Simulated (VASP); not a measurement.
Input:

```yaml
crystal:
  lattice:
    - [0.00000, 3.32878, 3.32878]
    - [3.32878, 0.00000, 3.32878]
    - [3.32878, 3.32878, 0.00000]
  atoms:
    - { symbol: Mg, position: [0.25000, 0.25000, 0.25000] }
    - { symbol: Mg, position: [0.75000, 0.75000, 0.75000] }
    - { symbol: Sn, position: [0.00000, 0.00000, 0.00000] }
```

Level of theory: PBE GGA, VASP's PBE PAW potentials (set 64) (plane waves; VASP). Numerical set-up: 300 eV cut-off, 6×6×6 Γ-centred mesh, Gaussian smearing of 0.27 eV, potentials Mg Sn_d.

Q: Give the energies of bands 7 to 12 at the high-symmetry points, in eV from the Fermi level.

A: 
| band | Γ | X | U | L | W |
|---|---|---|---|---|---|
| 7 | 0.04 | -4.70 | -4.27 | -4.94 | -3.86 |
| 8 | 0.04 | -2.15 | -3.63 | -0.82 | -3.86 |
| 9 | 0.04 | -2.15 | -1.81 | -0.82 | -2.78 |
| 10 | 1.72 | -0.04 | 0.43 | 0.88 | 2.71 |
| 11 | 2.25 | 0.15 | 2.72 | 2.29 | 3.14 |
| 12 | 2.25 | 7.48 | 5.46 | 2.29 | 3.14 |

It has no gap at this level: it comes out as a metal or semimetal.

The structure comes from a computed database's Mg2Sn entry; how it stands against other phases isn't given here. The cell was not relaxed at this level.
